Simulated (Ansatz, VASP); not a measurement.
# NaY in VASP and in Ansatz

The input INCAR:

```
  ALGO = Normal
  EDIFF = 1E-6
  ENCUT = 520
  GGA = PE
  GGA_COMPAT = F
  ISIF = 2
  ISMEAR = -1
  LASPH = T
  LCHARG = F
  LMAXMIX = 4
  LORBIT = 11
  LREAL = F
  LSORBIT = T
  LWAVE = F
  MAGMOM = 0 0 0 0 0 0
  NELM = 100
  PREC = Accurate
  SIGMA = 0.05
```

KPOINTS

```
k-points
0
Gamma
  5 5 5
```

The input POSCAR:

```
NaY
1.0
    4.0118800000      0.0000000000      0.0000000000
    0.0000000000      4.0118800000      0.0000000000
    0.0000000000      0.0000000000      4.0118800000
Na Y
1 1
Direct
    0.0000000000      0.0000000000      0.0000000000
    0.5000000000      0.5000000000      0.5000000000
```

File KPOINTS_OPT:

```
path GXMGRX,MR
10
line-mode
reciprocal
 0.0000000000  0.0000000000  0.0000000000  G
 0.0000000000  0.5000000000  0.0000000000  X

 0.0000000000  0.5000000000  0.0000000000  X
 0.5000000000  0.5000000000  0.0000000000  M

 0.5000000000  0.5000000000  0.0000000000  M
 0.0000000000  0.0000000000  0.0000000000  G

 0.0000000000  0.0000000000  0.0000000000  G
 0.5000000000  0.5000000000  0.5000000000  R

 0.5000000000  0.5000000000  0.5000000000  R
 0.0000000000  0.5000000000  0.0000000000  X

 0.5000000000  0.5000000000  0.0000000000  M
 0.5000000000  0.5000000000  0.5000000000  R
```

The input input.yaml:

```yaml
crystal:
  lattice:
    - [4.01188, 0.0, 0.0]
    - [0.0, 4.01188, 0.0]
    - [0.0, 0.0, 4.01188]
  atoms:
    - { symbol: Na, position: [0.0, 0.0, 0.0] }
    - { symbol: "Y", position: [0.5, 0.5, 0.5] }
hamiltonian:
  xc: pbe
  pseudopotentials: { kind: paw_fr }
magnetization:
  noncollinear: true
  spin_orbit: true
kpoints:
  mp_grid: { grid: [5, 5, 5] }
  band_path:
    path:
      - [[0.0, 0.0, 0.0], [0.0, 0.5, 0.0], [0.5, 0.5, 0.0], [0.0, 0.0, 0.0], [0.5, 0.5, 0.5], [0.0, 0.5, 0.0]]
      - [[0.5, 0.5, 0.0], [0.5, 0.5, 0.5]]
    npoints: 14
scf:
  occupations: { method: fermi_dirac, width: 0.05 }
  n_extra_bands: 6
output:
  forces: true
  stress: true
  eigenvalues: true
  fatbands: true
```

The cell was built by a generator and needn't be a form met in nature.

Alike in both runs: task band structure; functional PBE; k mesh 5 × 5 × 5; occupations fermi-dirac, width 0.05 eV; spin-orbit coupling, no magnetisation.

|  | VASP | Ansatz |
| --- | --- | --- |
| version | VASP 6.6.1 | Ansatz 0.2.0 |
| potentials or method | VASP PAW PBE potentials, release 64 (Na_pv, Y_sv) | Ansatz PAW |
| plane-wave cutoff (eV) | 520 | 420 |
| valence electrons in the cell | 18 | 20 |

Ansatz gave:

```
gap on the k mesh at the Fermi level (eV) : none
pressure (GPa)                            : 0.0
```

Problem. Estimate VASP's values.

Solution. gap on the k mesh at the Fermi level (eV): none; pressure (GPa): -0.1.

A gap of «none» marks a metal or a gap that the smearing closes. The two sets of potentials don't hold the same shells in valence.
